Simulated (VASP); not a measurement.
OSZICAR of a VASP run on CrO$_{2}$ (rutile):

File OSZICAR:
```
       N       E                     dE             d eps       ncg     rms          rms(c)
DAV:   1     0.674393848060E+03    0.67439E+03   -0.27073E+04  7440   0.182E+03
DAV:   2     0.752308732144E+02   -0.59916E+03   -0.56939E+03  8049   0.560E+02
DAV:   3     0.134667474541E+02   -0.61764E+02   -0.58164E+02  9412   0.181E+02
DAV:   4     0.115978049319E+02   -0.18689E+01   -0.18496E+01  8708   0.306E+01
DAV:   5     0.115528964641E+02   -0.44908E-01   -0.44890E-01  9447   0.458E+00    0.466E+01
DAV:   6    -0.568188775705E+02   -0.68372E+02   -0.35197E+02  8187   0.190E+02    0.223E+01
DAV:   7    -0.542377540195E+02    0.25811E+01   -0.17932E+01  9205   0.444E+01    0.107E+01
DAV:   8    -0.544557836396E+02   -0.21803E+00   -0.10945E+01  8505   0.401E+01    0.113E+01
DAV:   9    -0.533183532806E+02    0.11374E+01   -0.20890E+00  9499   0.108E+01    0.374E+00
DAV:  10    -0.534627711833E+02   -0.14442E+00   -0.12475E+00  7515   0.707E+00    0.234E+00
DAV:  11    -0.534366991902E+02    0.26072E-01   -0.52449E-02  8881   0.193E+00    0.196E+00
DAV:  12    -0.534314622426E+02    0.52369E-02   -0.49489E-02  7883   0.131E+00    0.111E+00
DAV:  13    -0.534196792353E+02    0.11783E-01   -0.43625E-02  8661   0.134E+00    0.240E-01
DAV:  14    -0.534201521464E+02   -0.47291E-03   -0.61205E-03  8092   0.524E-01    0.197E-01
DAV:  15    -0.534200775400E+02    0.74606E-04   -0.24952E-04  9227   0.116E-01    0.124E-01
DAV:  16    -0.534199363764E+02    0.14116E-03   -0.76649E-04  8197   0.178E-01    0.178E-02
DAV:  17    -0.534199537712E+02   -0.17395E-04   -0.73292E-05  7636   0.729E-02    0.178E-02
DAV:  18    -0.534199569312E+02   -0.31600E-05   -0.39236E-06  8153   0.142E-02    0.123E-02
DAV:  19    -0.534199532757E+02    0.36555E-05   -0.57292E-06  7018   0.160E-02    0.144E-03
DAV:  20    -0.534199531510E+02    0.12466E-06   -0.34653E-07  3951   0.543E-03
   1 F= -.53419953E+02 E0= -.53420216E+02  d E =-.534200E+02  mag=     4.0000
       N       E                     dE             d eps       ncg     rms          rms(c)
DAV:   1    -0.550563923381E+02   -0.16364E+01   -0.48038E+01  7440   0.744E+01    0.140E+01
DAV:   2    -0.547113862365E+02    0.34501E+00   -0.12306E+01  8224   0.444E+01    0.130E+01
DAV:   3    -0.533931138475E+02    0.13183E+01   -0.30466E+00  8668   0.185E+01    0.370E+00
DAV:   4    -0.533929137608E+02    0.20009E-03   -0.65523E-01  7538   0.467E+00    0.152E+00
DAV:   5    -0.533849214991E+02    0.79923E-02   -0.57090E-02  9443   0.269E+00    0.509E-01
DAV:   6    -0.533895055445E+02   -0.45840E-02   -0.20344E-02  8049   0.126E+00    0.320E-01
DAV:   7    -0.533887821664E+02    0.72338E-03   -0.40856E-03  9277   0.432E-01    0.120E-01
DAV:   8    -0.533889358529E+02   -0.15369E-03   -0.39060E-04  9134   0.180E-01    0.696E-02
DAV:   9    -0.533889395326E+02   -0.36797E-05   -0.38192E-05 10977   0.470E-02    0.387E-02
DAV:  10    -0.533889461706E+02   -0.66380E-05   -0.55166E-06  8149   0.180E-02    0.118E-02
DAV:  11    -0.533889427866E+02    0.33840E-05   -0.24035E-06  5800   0.154E-02    0.289E-03
DAV:  12    -0.533889433593E+02   -0.57276E-06   -0.21705E-07  3853   0.412E-03
   2 F= -.53388943E+02 E0= -.53389053E+02  d E =0.310098E-01  mag=     4.0000
       N       E                     dE             d eps       ncg     rms          rms(c)
DAV:   1    -0.540140824571E+02   -0.62514E+00   -0.15841E+01  7440   0.413E+01    0.785E+00
DAV:   2    -0.536187583878E+02    0.39532E+00   -0.23415E+00  7576   0.184E+01    0.514E+00
DAV:   3    -0.534918033044E+02    0.12696E+00   -0.83597E-01  9175   0.949E+00    0.259E+00
DAV:   4    -0.534624804262E+02    0.29323E-01   -0.22315E-01  8133   0.516E+00    0.588E-01
DAV:   5    -0.534634612895E+02   -0.98086E-03   -0.83553E-03  9201   0.975E-01    0.341E-01
DAV:   6    -0.534628660652E+02    0.59522E-03   -0.27328E-03  8891   0.427E-01    0.103E-01
DAV:   7    -0.534630127896E+02   -0.14672E-03   -0.32703E-04  9940   0.153E-01    0.608E-02
DAV:   8    -0.534630088395E+02    0.39501E-05   -0.71162E-05  8761   0.641E-02    0.319E-02
DAV:   9    -0.534630118252E+02   -0.29857E-05   -0.80122E-06  9261   0.219E-02    0.139E-02
DAV:  10    -0.534630129695E+02   -0.11443E-05   -0.34061E-06  6719   0.149E-02    0.423E-03
DAV:  11    -0.534630134852E+02   -0.51565E-06   -0.28493E-07  3811   0.496E-03
   3 F= -.53463013E+02 E0= -.53463194E+02  d E =-.430603E-01  mag=     4.0000
```

Which electronic solver shows in the log?

It is blocked Davidson (ALGO = Normal, or the opening steps of other solvers). The INCAR had ALGO = Normal.

How was spin treated?

Collinear spin (ISPIN = 2): the summary line carries one mag value, 4.00 μB in the cell.

Can the final energy be trusted as converged?

The run converged. It stopped with EDIFF = 1E-6, NELM = 100, NSW = 60 and EDIFFG = -0.02 after 3 ionic steps (revTPSS meta-GGA, plane waves, VASP's PBE PAW potentials (set 64)). Energy and stress use the plane-wave basis of the starting cell. The moments were started parallel, and other spin orders were not tried in this run.

The compound is CrO2 in the rutile structure. This run relaxes it. Symmetry was kept, so distortions that lower it aren't found. The start is the result of an earlier pass.
